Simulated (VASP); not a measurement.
OSZICAR of a VASP run on FeAl (CsCl type):

**OSZICAR**
```
       N       E                     dE             d eps       ncg     rms          rms(c)
DAV:   1     0.508095991640E+02    0.50810E+02   -0.57954E+03  2160   0.145E+03
DAV:   2    -0.152226940957E+00   -0.50962E+02   -0.49635E+02  2164   0.220E+02
DAV:   3    -0.171209693496E+01   -0.15599E+01   -0.15481E+01  2573   0.554E+01
DAV:   4    -0.174497405955E+01   -0.32877E-01   -0.32873E-01  2724   0.717E+00
DAV:   5    -0.174580227841E+01   -0.82822E-03   -0.82749E-03  2609   0.110E+00    0.873E+00
DAV:   6    -0.117283346941E+02   -0.99825E+01   -0.64847E+00  2160   0.321E+01    0.446E+00
DAV:   7    -0.124130468362E+02   -0.68471E+00   -0.10929E+01  2484   0.545E+01    0.854E+00
DAV:   8    -0.116995357734E+02    0.71351E+00   -0.54292E+00  2434   0.367E+01    0.159E+00
DAV:   9    -0.119186083206E+02   -0.21907E+00   -0.32886E+00  2662   0.304E+01    0.467E+00
DAV:  10    -0.116984877066E+02    0.22012E+00   -0.12527E+00  2501   0.191E+01    0.892E-01
DAV:  11    -0.116934599743E+02    0.50277E-02   -0.14914E-01  2669   0.632E+00    0.475E-01
DAV:  12    -0.116925509455E+02    0.90903E-03   -0.63106E-03  2604   0.128E+00    0.276E-01
DAV:  13    -0.116923974305E+02    0.15351E-03   -0.30264E-04  3087   0.248E-01    0.184E-01
DAV:  14    -0.116924493984E+02   -0.51968E-04   -0.24045E-03  2468   0.850E-01    0.100E-01
DAV:  15    -0.116924432334E+02    0.61650E-05   -0.30961E-04  2470   0.306E-01    0.692E-02
DAV:  16    -0.116924387897E+02    0.44438E-05   -0.14074E-05  2799   0.588E-02    0.484E-02
DAV:  17    -0.116924449745E+02   -0.61848E-05   -0.41801E-05  2510   0.113E-01    0.138E-02
DAV:  18    -0.116924425746E+02    0.23999E-05   -0.24923E-06  2431   0.290E-02    0.626E-03
DAV:  19    -0.116924424959E+02    0.78714E-07   -0.60528E-07  2171   0.112E-02
   1 F= -.11692442E+02 E0= -.11692442E+02  d E =0.000000E+00
       N       E                     dE             ncg
```

Which electronic solver shows in the log?

It is blocked Davidson (ALGO = Normal, or the opening steps of other solvers). The INCAR had ALGO = Normal.

How was spin treated?

Without spin polarisation: there is no mag entry.

Can the final energy be trusted as converged?

The run converged. It stopped with EDIFF = 1E-7, NELM = 100 (revTPSS meta-GGA, plane waves, VASP's PBE PAW potentials (set 64)).

The compound is FeAl in the CsCl type structure. It was relaxed first, which changed the volume by -7 %. The run is not spin-polarised, so no magnetic state was tried. The electron count is odd and the run is not spin-polarised, which forces a metal.
